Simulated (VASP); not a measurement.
# NaTaAs3 (Pm-3m) in VASP: single point with PBE

Aim: the single point of NaTaAs3 with PBE.

Everything below comes from runs of VASP 6.6.1. Logs are shortened: lines on timing, memory, paths and dates and some standing lists are left out, and cuts for length are marked.

**1. The crystal as given**

Symmetry: Pm-3m, No. 221, cubic system. The conventional cell has a = 4.731 Å, b = 4.731 Å, c = 4.731 Å, α = 90.00°, β = 90.00°, γ = 90.00°. Ta (site symmetry m-3m) has 6 As at 2.37 Å as nearest neighbours. Around Na (site symmetry m-3m) lie 12 As at 3.35 Å. As (site symmetry 4/mmm) has 2 Ta at 2.37 Å as nearest neighbours.

The cell was built by a generator and needn't be a form met in nature.

**2. Single point, PBE**

File INCAR:

```
SYSTEM = NaTaAs3
ALGO = Normal ; EDIFF = 1E-6
ENCUT = 520 ; GGA = PE
ISIF = 2 ; ISMEAR = -1
LASPH = .True. ; LCHARG = .False.
LREAL = .False. ; LWAVE = .False.
NBANDS = 24 ; NELM = 60
PREC = Accurate ; SIGMA = 0.1
```

File KPOINTS:

```
k-points
0
Gamma
  7 7 7
  0 0 0
```

File POSCAR:

```
NaTaAs3
1.0
    4.7309190000      0.0000000000      0.0000000000
    0.0000000000      4.7309190000      0.0000000000
    0.0000000000      0.0000000000      4.7309190000
Ta Na As
1 1 3
Direct
    0.5000000000      0.5000000000      0.5000000000
    0.0000000000      0.0000000000      0.0000000000
    0.5000000000      0.5000000000      0.0000000000
    0.0000000000      0.5000000000      0.5000000000
    0.5000000000      0.0000000000      0.5000000000
```

Potentials or basis: VASP PAW PBE potentials, release 64 (Ta_pv, Na_pv, As).

Started as:

```sh
$ cat potpaw_PBE.64/Ta_pv/POTCAR potpaw_PBE.64/Na_pv/POTCAR potpaw_PBE.64/As/POTCAR > POTCAR
$ mpirun -np 1 vasp_std > vasp.out
```

OUTCAR:

```text
SYSTEM = NaTaAs3
   EDIFF = 1E-6
   ENCUT = 520
   GGA = PE
   ISIF = 2
   ISMEAR = -1
   LASPH = .True.
   LREAL = .False.
   NELM = 60
   PREC = Accurate

 ion  position               nearest neighbor table
   1  0.500  0.500  0.500-   3 2.37   4 2.37   5 2.37   3 2.37   5 2.37   4 2.37
   2  0.000  0.000  0.000-
   3  0.500  0.500  0.000-   1 2.37   1 2.37
   4  0.000  0.500  0.500-   1 2.37   1 2.37
   5  0.500  0.000  0.500-   1 2.37   1 2.37

  LATTYP: Found a simple cubic cell.
 ALAT       =     4.7309190000

  Lattice vectors:

 A1 = (   4.7309190000,   0.0000000000,   0.0000000000)
 A2 = (   0.0000000000,   4.7309190000,   0.0000000000)
 A3 = (   0.0000000000,   0.0000000000,   4.7309190000)

Analysis of symmetry for initial positions (statically):
=====================================================================
 Subroutine PRICEL returns:
 Original cell was already a primitive cell.

 Routine SETGRP: Setting up the symmetry group for a
 simple cubic supercell.

 Subroutine GETGRP returns: Found 48 space group operations
 (whereof 48 operations were pure point group operations)
 out of a pool of 48 trial point group operations.

The static configuration has the point symmetry O_h .

Analysis of symmetry for dynamics (positions and initial velocities):
=====================================================================
 Subroutine PRICEL returns:
 Original cell was already a primitive cell.

 Routine SETGRP: Setting up the symmetry group for a
 simple cubic supercell.

 Subroutine GETGRP returns: Found 48 space group operations
 (whereof 48 operations were pure point group operations)
 out of a pool of 48 trial point group operations.

The dynamic configuration has the point symmetry O_h .

 Subroutine INISYM returns: Found 48 space group operations
 (whereof 48 operations are pure point group operations),
 and found     1 'primitive' translations

----------------------------------------------------------------------------------------

                                     Primitive cell

  volume of cell :     105.8855

  direct lattice vectors                    reciprocal lattice vectors
     4.730919000  0.000000000  0.000000000     0.211375422  0.000000000  0.000000000
     0.000000000  4.730919000  0.000000000     0.000000000  0.211375422  0.000000000
     0.000000000  0.000000000  4.730919000     0.000000000  0.000000000  0.211375422

  length of vectors
     4.730919000  4.730919000  4.730919000     0.211375422  0.211375422  0.211375422

  position of ions in fractional coordinates (direct lattice)
     0.500000000  0.500000000  0.500000000
     0.000000000  0.000000000  0.000000000
     0.500000000  0.500000000  0.000000000
     0.000000000  0.500000000  0.500000000
     0.500000000  0.000000000  0.500000000

  ion indices of the primitive-cell ions
   primitive index   ion index
                 1           1
                 2           2
                 3           3
                 4           4
                 5           5

----------------------------------------------------------------------------------------

 KPOINTS: k-points

Automatic generation of k-mesh.
 Grid dimensions read from file:
 generate k-points for:    7    7    7

 Generating k-lattice:

  Cartesian coordinates                     Fractional coordinates (reciprocal lattice)
     0.030196489  0.000000000  0.000000000     0.142857143  0.000000000  0.000000000
     0.000000000  0.030196489  0.000000000     0.000000000  0.142857143  0.000000000
     0.000000000  0.000000000  0.030196489     0.000000000  0.000000000  0.142857143

  Length of vectors
     0.030196489  0.030196489  0.030196489

  Shift w.r.t. Gamma in fractional coordinates (k-lattice)
     0.000000000  0.000000000  0.000000000

 Subroutine IBZKPT returns following result:
 ===========================================

 Found     20 irreducible k-points:

 Following reciprocal coordinates:
            Coordinates               Weight
  0.000000  0.000000  0.000000      1.000000
  0.142857  0.000000  0.000000      6.000000
  0.285714  0.000000  0.000000      6.000000
  0.428571  0.000000  0.000000      6.000000
  0.142857  0.142857  0.000000     12.000000
  0.285714  0.142857  0.000000     24.000000
[... 12 lines left out ...]
  0.428571  0.428571  0.285714     24.000000
  0.428571  0.428571  0.428571      8.000000
   k-points           NKPTS =     20   k-points in BZ     NKDIM =     20   number of bands    NBANDS=     24
   number of dos      NEDOS =    301   number of ions     NIONS =      5
   total plane-waves  NPLWV =  46656
   dimension x,y,z NGX =    36 NGY =   36 NGZ =   36
   dimension x,y,z NGXF=    72 NGYF=   72 NGZF=   72
   ions per type =               1   1   3
   NGX,Y,Z   is equivalent  to a cutoff of  12.65, 12.65, 12.65 a.u.
   NGXF,Y,Z  is equivalent  to a cutoff of  25.30, 25.30, 25.30 a.u.
 SYSTEM =  NaTaAs3
   PREC   = accura    normal or accurate (medium, high low for compatibility)
   ISTART =      0    job   : 0-new  1-cont  2-samecut
   ICHARG =      2    charge: 1-file 2-atom 10-const
   ISPIN  =      1    spin polarized calculation?
   LNONCOLLINEAR =      F non collinear calculations
   LSORBIT =      F    spin-orbit coupling
   LASPH  =      T    aspherical Exc in radial PAW
   ENCUT  =  520.0 eV  38.22 Ry    6.18 a.u.   8.80  8.80  8.80*2*pi/ulx,y,z
   NELM   =     60;   NELMIN=  2; NELMDL= -5     # of ELM steps
   EDIFF  = 0.1E-05   stopping-criterion for ELM
   LREAL  =      F    real-space projection
   EDIFFG = 0.1E-04   stopping-criterion for IOM
   NSW    =      0    number of steps for IOM
   IBRION =     -1    ionic relax: 0-MD 1-quasi-New 2-CG
   NFREE  =      0    steps in history (QN), initial steepest desc. (CG)
   ISIF   =      2    stress and relaxation
   ISYM   =      2    0-nonsym 1-usesym 2-fastsym
   POTIM  = 0.5000    time-step for ionic-motion
   TEBEG  =    0.0;   TEEND  =   0.0 temperature during run
   PSTRESS=    0.0 pullay stress
   NELECT =      33.0000    total number of electrons
   NUPDOWN=      -1.0000    fix difference up-down
   EMIN   =  10.00;   EMAX   =-10.00  energy-range for DOS
   EFERMI =   0.00;   METHOD = LEGACY
   ISMEAR =    -1;   SIGMA  =   0.10  broadening in eV -4-tet -1-fermi 0-gaus
   EFERMI_NEDOS =   21; number of points for ismear=-14 and -15
   IALGO  =     38    algorithm
   IMIX   =      4    mixing-type and parameters
     AMIX     =   0.40;   BMIX     =  1.00
     AMIX_MAG =   1.60;   BMIX_MAG =  1.00
  volume/ion in A,a.u.               =      21.18       142.91
  Fermi-wavevector in a.u.,A,eV,Ry     =   1.109943  2.097488 16.762013  1.231973
  Thomas-Fermi vector in A             =   2.246489
   LORBIT       =      0    0 simple, 1 ext, 2 COOP (PROOUT), +10 PAW based schemes
   GGA     = PE    functional components
   LHFCALC =     F    Hartree Fock is set to
   AEXX    =    0.0000 exact exchange contribution
   IVDW    =     0    specifies the selected vdW correction
   LEPSILON=     F    determine dielectric tensor
   LRPA    =     F    only Hartree local field effects (RPA)
 non-spin polarized calculation
  energy-cutoff  :      520.00
  volume of cell :      105.89
 maximum number of plane-waves:      2897
 NGX is ok and might be reduce to    36
   NGX = 17   NGY = 17   NGZ = 17

 number of electron      33.0000003 magnetization

 Free energy of the ion-electron system (eV)
  ---------------------------------------------------
  ext. energy  EPLUGINS =         0.00000000
  ---------------------------------------------------
  free energy    TOTEN  =       -26.25532945 eV

  energy without entropy =      -26.18592397  energy(sigma->0) =      -26.22062671

 E-fermi :   4.3586     XC(G=0):  -9.7923

 val. band max:        4.3183715865   @ k =   0.2857   0.1429   0.1429
 cond. band min:       4.3661046005   @ k =   0.1429   0.1429   0.0000
 fundamental gap:      0.0477330140
 Fermi energy:         4.3586215775

 k-point     1 :       0.0000    0.0000    0.0000
  band No.  band energies     occupation
      1     -29.9961      2.00000
      2     -29.9961      2.00000
      3     -29.9961      2.00000
      4     -20.2357      2.00000
      5     -20.2357      2.00000
      6     -20.2357      2.00000
[... 16 lines left out ...]
     23       7.4436      0.00000
     24       7.4436      0.00000

 k-point     2 :       0.1429    0.0000    0.0000
  band No.  band energies     occupation
      1     -29.9959      2.00000
      2     -29.9959      2.00000
      3     -29.9958      2.00000
      4     -20.2361      2.00000
      5     -20.2357      2.00000
      6     -20.2357      2.00000
[... 16 lines left out ...]
     23       7.5778      0.00000
     24       8.0974      0.00000

 k-point     3 :       0.2857    0.0000    0.0000
  band No.  band energies     occupation
      1     -29.9953      2.00000
      2     -29.9953      2.00000
      3     -29.9949      2.00000
      4     -20.2369      2.00000
      5     -20.2356      2.00000
      6     -20.2356      2.00000
[... 16 lines left out ...]
     23       7.7480      0.00000
     24       8.9231      0.00000
[... 406 lines left out ...]
 k-point    19 :       0.4286    0.4286    0.2857
  band No.  band energies     occupation
      1     -29.9924      2.00000
      2     -29.9922      2.00000
      3     -29.9921      2.00000
      4     -20.2371      2.00000
      5     -20.2371      2.00000
      6     -20.2364      2.00000
[... 16 lines left out ...]
     23      11.3352      0.00000
     24      12.2974      0.00000

 k-point    20 :       0.4286    0.4286    0.4286
  band No.  band energies     occupation
      1     -29.9917      2.00000
      2     -29.9917      2.00000
      3     -29.9917      2.00000
      4     -20.2370      2.00000
      5     -20.2370      2.00000
      6     -20.2370      2.00000
[... 16 lines left out ...]
     23      11.7148      0.00000
     24      11.8355      0.00000

------------------------ aborting loop because EDIFF is reached ----------------------------------------

  FORCE on cell =-STRESS in cart. coord.  units (eV):
  Direction    XX          YY          ZZ          XY          YZ          ZX
  --------------------------------------------------------------------------------------
  -------------------------------------------------------------------------------------
  Total       12.7325858     12.7325858     12.7325858     -0.0000000      0.0000000     -0.0000000
  in kB      192.6596006    192.6596006    192.6596006     -0.0000000      0.0000000     -0.0000000
  external PRESSURE =     192.6596006 kB  Pullay stress =       0.0000000 kB

 VOLUME and BASIS-vectors are now :
 -----------------------------------------------------------------------------
  energy-cutoff  :      520.00
  volume of cell :      105.89
      direct lattice vectors                 reciprocal lattice vectors
     4.730919000  0.000000000  0.000000000     0.211375422  0.000000000  0.000000000
     0.000000000  4.730919000  0.000000000     0.000000000  0.211375422  0.000000000
     0.000000000  0.000000000  4.730919000     0.000000000  0.000000000  0.211375422

 POSITION                                       TOTAL-FORCE (eV/Angst)
 -----------------------------------------------------------------------------------
      2.36546      2.36546      2.36546         0.000000      0.000000      0.000000
      0.00000      0.00000      0.00000         0.000000      0.000000      0.000000
      2.36546      2.36546      0.00000         0.000000      0.000000      0.000000
      0.00000      2.36546      2.36546         0.000000      0.000000      0.000000
      2.36546      0.00000      2.36546         0.000000      0.000000      0.000000
 -----------------------------------------------------------------------------------
    total drift:                                0.000000      0.000000      0.000000

  FREE ENERGIE OF THE ION-ELECTRON SYSTEM (eV)
  ---------------------------------------------------
  free  energy   TOTEN  =       -26.2553294502 eV

  energy  without entropy=      -26.1859239730  energy(sigma->0) =      -26.22062671
```

Run time: 33 s. Hardware: 1 thread of Intel Xeon 6975P-C (Granite Rapids), shared host; peak memory 0.23 GiB.

What came out:

| Quantity | Value |
| --- | --- |
| Free energy | -26.2553 eV |
| Pressure | 19.3 GPa |
| Band gap on the k mesh | none (metal or under the smearing width) |

Levels at points of the mesh, in eV from the Fermi level:
```tsv
k point	band 14	band 15	band 16	band 17	band 18	band 19	band 20	band 21
(0.00, 0.00, 0.00)	-0.60	-0.60	-0.18	-0.18	-0.18	1.50	1.50	1.50
```

Caveat: so large a pressure means that the cell lies far from this level's equilibrium, or that cutoff or potentials fall short. Spin-orbit coupling is left out, which matters for the levels of Ta.
